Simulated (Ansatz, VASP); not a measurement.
## Cross-check of BiP between VASP and Ansatz

Aim: how closely do two programs agree when they are given the same cell, functional and k mesh? The cell is generated by rule, not measured, and may not be a known phase. The cell is taken from a series of runs on this material, whose earlier steps may have relaxed, scaled, displaced or heated it; both programs get it as it stands.

Main program and level: Ansatz 0.2.0; plane waves, with VASP 6.6.1 beside it; relaxation of cell and atoms at PBEsol.

## Step 1: The starting structure

It takes space group Fm-3m (No. 225, cubic). The conventional cell has a = 5.768 Å, b = 5.768 Å, c = 5.768 Å, α = 90.00°, β = 90.00°, γ = 90.00°. Nearest to Bi lie 6 P at 2.88 Å. Nearest to P lie 6 Bi at 2.88 Å. Farther neighbours are not listed.

## Step 2: Ansatz: relaxation of cell and atoms, PBEsol, pair 1

Ansatz runs on norm-conserving files, of PseudoDojo where its log says so.

The relaxed volume is the usual yardstick between codes: in a stiff, nearly cubic crystal its relative difference is about their pressure difference at one cell divided by the bulk modulus.

The input, input.yaml:

```yaml
crystal:
  lattice:
    - [0.0, 2.884120743, 2.884120743]
    - [2.884120743, 0.0, 2.884120743]
    - [2.884120743, 2.884120743, 0.0]
  atoms:
    - { symbol: Bi, position: [0.0, 0.0, 0.0] }
    - { symbol: P, position: [0.5, 0.5, 0.5] }
kpoints:
  mp_grid: { grid: [12, 12, 12] }
hamiltonian:
  xc: pbesol
  pseudopotentials: { kind: nc }
scf:
  occupations: { method: gaussian, width: 0.1 }
output:
  forces: true
  stress: true
  eigenvalues: true
relax:
  adjacent_minimum: "off"
  f_tol: 0.005
  max_steps: 80
  cell: { stress_tol: 0.05 }
```

Run with:

```bash
ansatz run input.yaml --threads 4 --pin off --max-ram 7168MiB --backend cpu --events-out ev --progress --plain --runs-dir out
```

Numbers of over 12 decimals in the logs are rounded to 6 here.

The program printed:

```text
Engine: ansatz 0.2.0, x86_64-unknown-linux-gnu
Pseudopotentials: kind: nc
Pseudopotential: Bi, nc, valence charge 15, recommended cutoff 897.975746 eV (normal), Bi.nc.azcp (PseudoDojo's, or run here from an input of PseudoDojo's: the run reads no file of this project's for it)
Pseudopotential: P, nc, valence charge 5, recommended cutoff 598.650497 eV (normal), P.nc.azcp (PseudoDojo's, or run here from an input of PseudoDojo's: the run reads no file of this project's for it)
Functional definition: PBEsol
  exchange = pbesol_x
  correlation = pbesol_c
Crystal: 2 atoms, lattice volume = 47.981 Å³
Basis set: ecut = 897.975746 eV, 2891 PW (Γ), exchange–correlation on 80×80×80 points (8 copies of the dense FFT grid, shifted against one another)
Bands: 14, of which v1, the nominal top of the filled ones, is band 10 counted from 1 (9 counted from 0)
Symmetry: 48 space group operations
Space group: Fm-3m (ITA 225), of the structure as read, at distance tolerance 3.6e-5 Å
k-points: 72 of 1728
Non-local potential: Bi, projectors of the file, l = 0: 2, l = 1: 2, l = 2: 2, l = 3: 2
Non-local potential: P, projectors of the file, l = 0: 2, l = 1: 2, l = 2: 2
Initial density: superposition of atomic densities (chi_scale 0.1, normalization cell, long waves kept (reshape's long-wave potential 0.00 eV rms))
Initial wavefunctions: pseudopotential atomic-orbital guess
Functional: x = pbesol(κ = 0.804, μ = 0.123457), c = pbesol(β = 0.046)
SCF iter   1: F=—  HF=-2411.045785 eV  |F-HF|=—  |Δ(HF+E_count)|=         —  Δρ=2.94e-2  dr2=8.39e-1  ethr=3.10e-3  ⟨swp⟩=6.0  Hψ=6127  notcnv=0
preconditioner: auto → Kerker (q_TF=auto, 2.358 Å⁻¹)  [metal: Δε(μ)=0.022 eV  Ē_g=17.864 eV  σ=0.100 eV  W_gap=0.12  n_scr=14 (ndim 8)  ℏωp=24.0 eV  f_vac=0.000  D(μ)=0.05/eV (n_scr^D=0)]
SCF iter   2: F=—  HF=-2410.869918 eV  |F-HF|=—  |Δ(HF+E_count)|=   1.76e-1  Δρ=1.54e-2  dr2=2.06e-1  ethr=3.10e-3  ⟨swp⟩=1.6  Hψ=1696  notcnv=0
preconditioner: auto → none  [insulator: Δε(μ)=0.110 eV  Ē_g=18.008 eV  σ=0.100 eV  W_gap=0.55  n_scr=14 (ndim 8)  ℏωp=24.0 eV  f_vac=0.000  D(μ)=0.06/eV (n_scr^D=0)  ε∞_Penn≈2.8]
SCF iter   3: F=—  HF=-2410.820712 eV  |F-HF|=—  |Δ(HF+E_count)|=   4.92e-2  Δρ=1.70e-3  dr2=1.91e-3  ethr=1.03e-3  ⟨swp⟩=2.6  Hψ=1481  notcnv=0
SCF iter   4: F=—  HF=-2410.821141 eV  |F-HF|=—  |Δ(HF+E_count)|=   4.29e-4  Δρ=2.13e-4  dr2=9.96e-6  ethr=9.56e-6  ⟨swp⟩=2.1  Hψ=1360  notcnv=0
SCF iter   5: F=—  HF=-2410.821152 eV  |F-HF|=—  |Δ(HF+E_count)|=   1.06e-5  Δρ=4.76e-5  dr2=6.16e-7  ethr=4.98e-8  ⟨swp⟩=2.3  Hψ=1797  notcnv=0
SCF iter   6: F=-2410.821152 eV  HF=-2410.821152 eV  |F-HF|=6.38e-8  |Δ(HF+E_count)|=   9.07e-8  Δρ=1.17e-5  dr2=6.95e-8  ethr=5.00e-10  ⟨swp⟩=8.3  Hψ=6082  notcnv=0
SCF 1 converged in 6 iterations: F = -2410.821152 eV  dr2 = 6.95e-8
relax step   1: F+E_penalty+E_count = -2410.82115161 eV  Δ(F+E_penalty+E_count) = +0.000e0 eV  max|allowed force component| = 4.536e-30 eV/Å  Δτ_max = 0.0000 Å  P = -0.029 GPa  Ω = 47.981 Å³  (6 SCF iters, dr2 threshold 1.00e-7 eV, accepted)
Initial density: handed on by an earlier stage of this run
Initial wavefunctions: pseudopotential atomic-orbital guess (no wavefunctions were taken with the density)
iter 1 solved again at ethr=1.13e-7 eV; its pass at ethr=3.10e-3 eV (dr2=2.27e-5 eV) is discarded
SCF iter   1: F=—  HF=-2410.821152 eV  |F-HF|=—  |Δ(HF+E_count)|=         —  Δρ=1.18e-5  dr2=7.00e-8  ethr=1.13e-7  ⟨swp⟩=4.6  Hψ=9750  notcnv=0
preconditioner: auto → Kerker (q_TF=auto, 2.358 Å⁻¹)  [metal: Δε(μ)=0.138 eV  Ē_g=18.178 eV  σ=0.100 eV  W_gap=0.50  n_scr=14 (ndim 8)  ℏωp=24.0 eV  f_vac=0.000  D(μ)=0.17/eV (n_scr^D=0)]
SCF iter   2: F=—  HF=-2410.821152 eV  |F-HF|=—  |Δ(HF+E_count)|=   3.05e-7  Δρ=5.04e-6  dr2=1.54e-8  ethr=3.50e-10  ⟨swp⟩=2.9  Hψ=1899  notcnv=0
SCF iter   3: F=—  HF=-2410.821152 eV  |F-HF|=—  |Δ(HF+E_count)|=   6.64e-9  Δρ=7.68e-7  dr2=2.61e-10  ethr=7.71e-11  ⟨swp⟩=2.1  Hψ=1673  notcnv=0
SCF iter   4: F=-2410.821152 eV  HF=-2410.821152 eV  |F-HF|=3.64e-12  |Δ(HF+E_count)|=  7.91e-11  Δρ=1.66e-7  dr2=7.24e-12  ethr=1.00e-12  ⟨swp⟩=9.5  Hψ=6451  notcnv=0
SCF 2 converged in 4 iterations: F = -2410.821152 eV  dr2 = 7.24e-12
relax step   2: F+E_penalty+E_count = -2410.82115165 eV  Δ(F+E_penalty+E_count) = -3.375e-8 eV  max|allowed force component| = 3.944e-30 eV/Å  Δτ_max = 0.0000 Å  P = -0.029 GPa  Ω = 47.981 Å³  stress off target by 2.87e-2 GPa  SCF on the basis re-selected at this cell (its energy is not comparable with the rows above)  (4 SCF iters)
basis re-selected at this cell: Δ(F+E_penalty+E_count) = -3.375e-8 eV, ΔP = -0.000 GPa vs the last step (what re-selecting the basis moved, of the pressure what is left beyond the Pulay correction that the steps carried, after the strain that the cell walked since its last selection, with what the two solves' SCF thresholds leave and, on support functions, any second-order correction that the steps lacked; it is no m [...]
SCF converged after 4 iterations
Free energy (F): -2410.821152 eV
Harris-Foulkes:  -2410.821152 eV  (|F-HF|=3.64e-12)
Internal energy: -2410.820284 eV  (E = F + TS)
E sigma→0 (E₀):  -2410.820718 eV
Entropy (-TS):   -0.000867 eV (-0.434 meV/atom)
Fermi energy:    10.627609 eV
--- Per-component energies (eV) ---
  E_band       = -76.598590
  E_kinetic    = 1133.301160
  E_local      = -1352.838925  (includes V_loc(G=0)·N_el)
  E_nonlocal   = -389.988495
  E_hartree    = 466.635384
  E_xc         = -633.214371
  E_vxc        = -400.343091  (∫ρ·V_xc dr)
  E_ewald      = -1634.715037
  E_smearing   = -0.000867  (= −TS)
  E_closure    = 0.000000  (closes the sum)
  Σ components = -2410.821152   (vs F -2410.821152, Δ=0.00e0)
--- Forces (eV/Å), atoms counted from 1 ---
  atom   1  Bi    -0.00000000     0.00000000     0.00000000
  atom   2  P      0.00000000    -0.00000000    -0.00000000
  max |Σ_I F_I| component: 1.58e-30 eV/Å
--- Stress (GPa, compression-positive) ---
       -0.028729       0.000000       0.000000
        0.000000      -0.028729      -0.000000
       -0.000000       0.000000      -0.028729
  P = ⅓ Tr σ = -0.0287 GPa (-0.287 kbar)
--- Band table (eV; the first three rows and the last of 72) ---
  k-point 0: bands = [... 6 lower, 5.2025, 8.8188, 8.8188, 8.8188, 14.7009, 14.7009, 14.7009, 16.0856]
  k-point 1: bands = [... 6 lower, 4.8352, 8.8383, 8.8383, 9.0263, 14.2072, 14.2508, 14.2508, 16.0456]
  k-point 2: bands = [... 6 lower, 3.9569, 8.9035, 8.9035, 9.4348, 13.3048, 13.3575, 13.3575, 16.1033]
  k-point 71: bands = [... 6 lower, 0.8797, 5.3259, 5.3259, 10.3522, 11.4762, 15.6618, 15.6618, 18.0168]
--- Relaxed structure (1 steps of the walk, 1 accepted, 1 SCFs on fresh bases) ---
  F+E_penalty+E_count = -2410.82115165 eV   max|allowed force component| = 3.944e-30 eV/Å   (the final SCF, on the basis selected at the relaxed cell)
  cell:  # Å, volume = 47.9811 Å³
    - [0.0, 2.884120743, 2.884120743]
    - [2.884120743, 0.0, 2.884120743]
    - [2.884120743, 2.884120743, 0.0]
  atoms:
    - { symbol: Bi, position: [0.0, 0.0, 0.0] }
    - { symbol: P, position: [0.5, 0.5, 0.5] }
```

The column dr2 measures how far the density is from self-consistency, as an energy; F and HF (Harris–Foulkes) agree once it is small.

## Step 3: VASP: relaxation of cell and atoms, PBEsol, pair 1

The same cell, functional, mesh and smearing now go to VASP, with its own data sets.

Lines of VASP's logs that name or quote its potential files are left out, and so is its time.

The input, INCAR:

```
SYSTEM = BiP
PREC = Accurate
ENCUT = 500
EDIFF = 1E-07
NELM = 120
ISMEAR = 0
SIGMA = 0.1
LREAL = .FALSE.
ALGO = Normal
GGA = PS
NBANDS = 16
LORBIT = 11
LWAVE = .FALSE.
LCHARG = .FALSE.
ISIF = 3
IBRION = 2
NSW = 80
EDIFFG = -0.005
LASPH = .TRUE.
GGA_COMPAT = .FALSE.
NELMIN = 4
KPAR = 2
```

The input, POSCAR:

```
BiP
1.0
    0.0000000000      2.8841210000      2.8841210000
    2.8841210000      0.0000000000      2.8841210000
    2.8841210000      2.8841210000      0.0000000000
Bi P
1 1
Direct
    0.0000000000      0.0000000000      0.0000000000
    0.5000000000      0.5000000000      0.5000000000
```

The input, KPOINTS:

```
Automatic mesh
0
Gamma
12 12 12
0 0 0
```

PAW data sets: Bi_d and P (PBE family, release 64).

Run with:

```bash
mpirun -np 2 vasp_std
```

The program printed:

```text
[banner, memory and clock lines left out]
running    2 mpi-ranks, on    1 nodes
 distrk:  each k-point on    1 cores,    2 groups
 distr:  one band on    1 cores,    1 groups

 POSCAR found type information on POSCAR BiP
 POSCAR found :  2 types and       2 ions
|                                                                             |
|               ----> ADVICE to this user running VASP <----                  |
|                                                                             |
|     You enforced a specific xc type in the INCAR file but a different       |
|     [... a line on the potential file left out ...]
|     I HOPE YOU KNOW WHAT YOU ARE DOING!                                     |
|                                                                             |

 LDA part: xc-table for (Slater+PW92), standard interpolation
 POSCAR, INCAR and KPOINTS ok, starting setup
 FFT: planning ... GRIDC
 FFT: planning ... GRID_SOFT
 FFT: planning ... GRID
 WAVECAR not read
 entering main loop
       N       E                     dE             d eps       ncg     rms          rms(c)
DAV:   1     0.142062784468E+03    0.14206E+03   -0.10091E+04  2320   0.133E+03
DAV:   2    -0.102911795227E+01   -0.14309E+03   -0.14011E+03  2512   0.346E+02
DAV:   3    -0.999118363580E+01   -0.89621E+01   -0.89171E+01  3080   0.856E+01
DAV:   4    -0.101784604786E+02   -0.18728E+00   -0.18725E+00  2824   0.139E+01
DAV:   5    -0.101860176842E+02   -0.75572E-02   -0.75571E-02  3352   0.246E+00    0.325E+00
DAV:   6    -0.990135476261E+01    0.28466E+00   -0.91476E-01  3448   0.588E+00    0.190E+00
DAV:   7    -0.990053331976E+01    0.82144E-03   -0.94775E-02  2800   0.151E+00    0.101E+00
DAV:   8    -0.989932912301E+01    0.12042E-02   -0.93608E-03  2952   0.859E-01    0.103E-01
DAV:   9    -0.989889977191E+01    0.42935E-03   -0.21615E-03  3488   0.317E-01    0.755E-02
DAV:  10    -0.989892176476E+01   -0.21993E-04   -0.17536E-04  2864   0.882E-02    0.206E-02
DAV:  11    -0.989892099320E+01    0.77156E-06   -0.24505E-05  3328   0.401E-02    0.289E-03
DAV:  12    -0.989892097354E+01    0.19656E-07   -0.15887E-06  3136   0.103E-02    0.214E-03
DAV:  13    -0.989892092731E+01    0.46233E-07   -0.28850E-08  2008   0.200E-03
   1 F= -.98989209E+01 E0= -.98984887E+01  d E =-.989892E+01
 curvature:   0.00 expect dE= 0.000E+00 dE for cont linesearch  0.000E+00
 trial: gam= 0.00000 g(F)=  0.938E-63 g(S)=  0.212E-04 ort = 0.000E+00 (trialstep = 0.100E+01)
 search vector abs. value=  0.212E-04
 bond charge predicted
       N       E                     dE             d eps       ncg     rms          rms(c)
DAV:   1    -0.989920539376E+01   -0.28442E-03   -0.76005E-03  2912   0.136E+00    0.907E-02
DAV:   2    -0.989897331016E+01    0.23208E-03   -0.40508E-04  2984   0.333E-01    0.373E-02
DAV:   3    -0.989892582181E+01    0.47488E-04   -0.20060E-04  3136   0.212E-01    0.555E-03
DAV:   4    -0.989892585728E+01   -0.35471E-07   -0.53051E-06  2784   0.241E-02    0.316E-03
DAV:   5    -0.989892508019E+01    0.77709E-06   -0.79612E-07  3256   0.911E-03    0.974E-04
DAV:   6    -0.989892492572E+01    0.15447E-06   -0.63515E-08  1664   0.359E-03    0.345E-04
DAV:   7    -0.989892501482E+01   -0.89097E-07   -0.21404E-08  1528   0.152E-03
   2 F= -.98989250E+01 E0= -.98984958E+01  d E =-.408750E-05
 trial-energy change:   -0.000004  1 .order   -0.000003   -0.000021    0.000015
 step:   0.6234(harm=  0.5928)  dis= 0.00000  next Energy=    -9.898928 (dE=-0.678E-05)
 bond charge predicted
       N       E                     dE             d eps       ncg     rms          rms(c)
DAV:   1    -0.989896705992E+01   -0.42134E-04   -0.10733E-03  2904   0.509E-01    0.341E-02
DAV:   2    -0.989893346488E+01    0.33595E-04   -0.57444E-05  2952   0.125E-01    0.140E-02
DAV:   3    -0.989892695531E+01    0.65096E-05   -0.28367E-05  3072   0.798E-02    0.209E-03
DAV:   4    -0.989892727325E+01   -0.31794E-06   -0.75128E-07  2728   0.907E-03    0.119E-03
DAV:   5    -0.989892771082E+01   -0.43758E-06   -0.96340E-08  1848   0.341E-03    0.327E-04
DAV:   6    -0.989892777848E+01   -0.67660E-07   -0.21048E-08  1352   0.190E-03
   3 F= -.98989278E+01 E0= -.98984974E+01  d E =-.685117E-05
 curvature:  -0.29 expect dE=-0.287E-08 dE for cont linesearch -0.287E-08
 trial: gam=-0.02099 g(F)=  0.218E-60 g(S)=  0.974E-08 ort = 0.454E-06 (trialstep = 0.925E+00)
 search vector abs. value=  0.104E-09
 reached required accuracy - stopping structural energy minimisation
```

OUTCAR, selected parts (step 3):

```text
ion  position               nearest neighbor table
   1  0.000  0.000  0.000-   2 2.88   2 2.88   2 2.88   2 2.88   2 2.88   2 2.88
   2  0.500  0.500  0.500-   1 2.88   1 2.88   1 2.88   1 2.88   1 2.88   1 2.88

  LATTYP: Found a face centered cubic cell.
 ALAT       =     5.7682420000

 Subroutine GETGRP returns: Found 48 space group operations
 (whereof 48 operations were pure point group operations)

The static configuration has the point symmetry O_h .

 Found     72 irreducible k-points:

   k-points           NKPTS =     72   k-points in BZ     NKDIM =     72   number of bands    NBANDS=     16

   dimension x,y,z NGX =    30 NGY =   30 NGZ =   30
   dimension x,y,z NGXF=    60 NGYF=   60 NGZF=   60

   ENCUT  =  500.0 eV  36.75 Ry    6.06 a.u.   7.44  7.44  7.44*2*pi/ulx,y,z

   NELECT =      20.0000    total number of electrons

 k-points in reciprocal lattice and weights: Automatic mesh
   0.00000000  0.00000000  0.00000000       0.001
   0.08333333  0.00000000  0.00000000       0.005
   0.16666667  0.00000000  0.00000000       0.005
   0.25000000  0.00000000  0.00000000       0.005
   0.33333333  0.00000000  0.00000000       0.005
   0.41666667  0.00000000  0.00000000       0.005
   0.50000000  0.00000000  0.00000000       0.002
   0.08333333  0.08333333  0.00000000       0.003
   0.16666667  0.08333333  0.00000000       0.014
[...]
-0.33333333  0.50000000  0.16666667       0.007
  -0.25000000  0.50000000  0.25000000       0.003

 average (electrostatic) potential at core
       1-103.3431       2 -80.8155

 E-fermi :   7.6171

 k-point     1 :       0.0000    0.0000    0.0000
  band No.  band energies     occupation
    ...
      6      -6.5546      2.00000
      7       2.1960      2.00000
      8       5.8070      2.00000
      9       5.8070      2.00000
     10       5.8070      2.00000
     11      11.6903      0.00000
     12      11.6903      0.00000
     13      11.6903      0.00000
     14      13.0835      0.00000
     15      13.0835      0.00000
    ...

 k-point     2 :       0.0833    0.0000    0.0000
  band No.  band energies     occupation
    ...
      6      -6.4680      2.00000
      7       1.8281      2.00000
      8       5.8265      2.00000
      9       5.8265      2.00000
     10       6.0150      2.00000
     11      11.1972      0.00000
     12      11.2409      0.00000
     13      11.2409      0.00000
     14      13.0395      0.00000
     15      13.2627      0.00000
    ...

 k-point     3 :       0.1667    0.0000    0.0000
  band No.  band energies     occupation
    ...
      6      -6.2091      2.00000
      7       0.9491      2.00000
      8       5.8915      2.00000
      9       5.8915      2.00000
     10       6.4242      2.00000
     11      10.2949      0.00000
     12      10.3476      0.00000
     13      10.3476      0.00000
     14      13.0943      0.00000
     15      13.7227      0.00000
    ...

  Total        0.0003668      0.0003668      0.0003668      0.0000000      0.0000000      0.0000000
  in kB        0.0122384      0.0122384      0.0122384      0.0000000      0.0000000      0.0000000
  external PRESSURE =       0.0122384 kB  Pullay stress =       0.0000000 kB

  energy-cutoff  :      500.00
  volume of cell :       48.02
      direct lattice vectors                 reciprocal lattice vectors
     0.000000000  2.884862562  2.884862562    -0.173318482  0.173318482  0.173318482
     2.884862562  0.000000000  2.884862562     0.173318482 -0.173318482  0.173318482
     2.884862562  2.884862562  0.000000000     0.173318482  0.173318482 -0.173318482

 POSITION                                       TOTAL-FORCE (eV/Angst)
 -----------------------------------------------------------------------------------
      0.00000      0.00000      0.00000         0.000000      0.000000      0.000000
      2.88486      2.88486      2.88486        -0.000000     -0.000000     -0.000000
 -----------------------------------------------------------------------------------
    total drift:                               -0.000000      0.000000      0.000000

  FREE ENERGIE OF THE ION-ELECTRON SYSTEM (eV)
  ---------------------------------------------------
  free  energy   TOTEN  =        -9.8989277785 eV

  energy  without entropy=       -9.8980670865  energy(sigma->0) =       -9.89849743

 reached required accuracy - stopping structural energy minimisation

 total charge
# of ion       s       p       d       tot
------------------------------------------
    1        1.572   1.163   9.967  12.702
    2        1.082   1.360   0.000   2.442
--------------------------------------------------
tot          2.654   2.523   9.967  15.144

[... 3 further parts left out ...]
```

CONTCAR:

```
BiP
   1.00000000000000
     0.0000000000000000    2.8848625616367376    2.8848625616367376
     2.8848625616367376    0.0000000000000000    2.8848625616367376
     2.8848625616367376    2.8848625616367376    0.0000000000000000
  Bi              P
     1     1
Direct
     0.0000000000000000    0.0000000000000000    0.0000000000000000
     0.5000000000000000    0.5000000000000000    0.5000000000000000
```

## Step 4: Comparison

Known differences besides the potentials themselves: the cutoff is 897.976 eV in Ansatz and 500 eV in VASP; Ansatz adds a Pulay correction to the stress that steers its cell, VASP none. Total energies have different zeros and are not compared.

Compared:

```tsv
quantity	Ansatz	VASP	difference
volume (Å³)	47.98	48.02	-0.08 %
edge a after relaxation, in the typed setting (Å)	4.079	4.080	-0.02 %
```

(Continued in part 2 of 2.)

[Lines on the potential files, build, host, timing and source positions are cut from VASP's logs without a mark.]

[Logs are printed without paths, hosts, clocks, repeated set-up lines and the standing remarks that a program may print on its own settings, such as how far it seeks lower states.]

[Hosts, paths, dates, database ids (printed as entryN), source tags and the programs' standing remarks are cut or masked in the printed files.]
